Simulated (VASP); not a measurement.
Level of theory: PBE GGA with D3 dispersion (Becke-Johnson damping), VASP's PBE PAW potentials (set 64) (plane waves; VASP).

A VASP calculation is set up with these files.

**INCAR**
```
! general
SYSTEM  =  Li2S
PREC    =  Accurate
ENCUT   =  520
LREAL   =  .False.
LASPH   =  .True.

! electronic loop
EDIFF   =  1E-7
NELM    =  100
ALGO    =  Normal

! smearing
ISMEAR  =  0
SIGMA   =  0.05

! functional
GGA     =  PE
IVDW    =  12

! ions
ISIF    =  2

! output
LWAVE   =  .False.
LCHARG  =  .False.
```

### KPOINTS
```
Automatic mesh
0
Gamma
7 7 7
0 0 0
```

POSCAR:
```
Li2S
3.8588350
  0.0000000000   0.7071068077   0.7071068077
  0.7071068077   0.0000000000   0.7071068077
  0.7071068077   0.7071068077   0.0000000000
Li S
2 1
Cart
  0.3535534039   0.3535534039   0.3535534039
  1.0606602116   1.0606602116   1.0606602116
  0.0000000000   0.0000000000   0.0000000000
```

POTCAR, in this order: Li_sv S (PBE.64 set). Program: vasp_std.

**Question.** Predict the energy per atom (σ→0), dispersion energy, pressure.

**Answer.** 
| Property | Value |
|---|---|
| energy per atom (σ→0) | -4.262 eV/atom |
| dispersion energy | -0.905 eV |
| pressure | 3.12 GPa |

### OSZICAR
```
...
DAV:   9    -0.118796397135E+02    0.70258E-03   -0.22484E-03   538   0.266E-01    0.183E-01
DAV:  10    -0.118800748431E+02   -0.43513E-03   -0.86067E-04   442   0.196E-01    0.102E-01
DAV:  11    -0.118800697696E+02    0.50735E-05   -0.42357E-05   578   0.500E-02    0.231E-02
DAV:  12    -0.118800742382E+02   -0.44686E-05   -0.72066E-06   448   0.203E-02    0.854E-03
DAV:  13    -0.118800738928E+02    0.34543E-06   -0.25884E-07   642   0.550E-03    0.432E-03
DAV:  14    -0.118800737416E+02    0.15116E-06   -0.51303E-08   316   0.246E-03    0.601E-04
DAV:  15    -0.118800738044E+02   -0.62767E-07   -0.29209E-08   232   0.156E-03
   1 F= -.12785482E+02 E0= -.12785482E+02  d E =-.178844E-25
```

The compound is Li2S in the antifluorite structure. This cell is one point of a volume scan, at 0.94 of the reference volume.
